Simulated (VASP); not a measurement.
Cost and result of VASP (PAW) for the lattice constant a of Sc (hcp). Static lattice. The cost counts the five points of the equation of state, each on the mesh and cut-off of its row, so the ratios hold those differences too. With PBE it took about 4 core-minutes. Times come from single runs on busy shared machines, so they are rough: good to a factor of about 2.

| level | k-mesh | cut-off (eV) | lattice constant a (Å) | cost over PBE |
|---|---|---|---|---|
| LDA | 13×13×7 | 520 | 3.237 | within a factor of 2 |
| PBE | 13×13×7 | 520 | 3.322 | reference |
| PBEsol | 13×13×7 | 520 | ___ | within a factor of 2 |
| r2SCAN | 13×13×7 | 520 | ___ | ___ |

### Question
What belongs in the gaps?

### Answer

- PBEsol, lattice constant a (Å): 3.283
- r2SCAN, lattice constant a (Å): 3.335
- r2SCAN, cost over PBE: about 9 times

Left out are levels that failed, ran on another kind of processor or have no fit band path; at most nine are shown.

The compound is Sc in the hcp structure.
